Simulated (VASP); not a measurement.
BeTe (zinc blende): computed properties

All values below come from LDA (Ceperley-Alder, Perdew-Zunger), VASP's LDA PAW potentials (set 64) (plane waves; VASP 6.6.1).

```yaml
space_group: F-43m (216)
cell: a = 5.5623 Å, b = 5.5623 Å, c = 5.5623 Å, α = 90.00°, β = 90.00°, γ = 90.00°
volume_per_atom: 21.51 Å^3/atom
band gap (over mesh and band path): 1.78 eV
smallest direct gap (over mesh and band path): 3.55 eV
band_edge_character: indirect, Γ to X
density: 5.27 g/cm³
mean ε∞ (DFPT): 7.51
mean ε∞ (independent particles): 8.07
mean static ε: 8.41
optical Γ-point spectrum: 481 (×3) cm⁻¹
```

```
BeTe
1.0
    0.00000     2.78115     2.78115
    2.78115     0.00000     2.78115
    2.78115     2.78115     0.00000
Be Te
1 1
Direct
  0.00000   0.00000   0.00000
  0.25000   0.25000   0.25000
```

Measured: gap 2.80 eV (computed value off by -1.02 eV), as given by Das et al., (2018), arXiv:1807.05623; a 5.626 Å (computed value off by -1.1 %), as given by Fabio Bernardini et al., Physical review. B, Condensed matter (2000), arXiv:cond-mat/0007180. The calculation is for a static lattice, while the measured a holds thermal and zero-point effects, which are part of the difference. Unless said otherwise, spin-orbit coupling is left out, though it shifts the bands of the heavy elements here.

The compound is BeTe in the zinc blende structure. It was relaxed first. Symmetry was kept, so distortions that lower it aren't found.
